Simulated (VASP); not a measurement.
Energy against volume of CdTe (zinc blende). Computed with r2SCAN+rVV10, VASP's PBE PAW potentials (set 64) (plane waves; VASP 6.6.1).

| V (Å³/atom) | E (eV/atom) |
|---|---|
| 32.719 | -22.98354 |
| 33.763 | -22.99774 |
| 34.807 | -23.00212 |
| 35.851 | -22.99819 |
| 36.896 | -22.98725 |

Fit a third-order Birch-Murnaghan equation of state.

The volume per atom is 34.81 Å^3/atom and the bulk modulus comes out as 424 kbar. The pressure derivative of the bulk modulus comes out as 4.64 and the lattice constant a comes out as 0.6530 nm.

Measured: bulk modulus 43.7 GPa (computed value off by -3.1 %), as given by Elmahjoubi et al., (2023), arXiv:2303.01780; a 6.480 Å (computed value off by +0.8 %), as given by M J Lucero et al., Journal of Physics Condensed Matter (2012), arXiv:1111.4515. The calculation is for a static lattice, while the measured bulk modulus, a hold thermal and zero-point effects, which are part of the difference.

The compound is CdTe in the zinc blende structure. It was relaxed first.
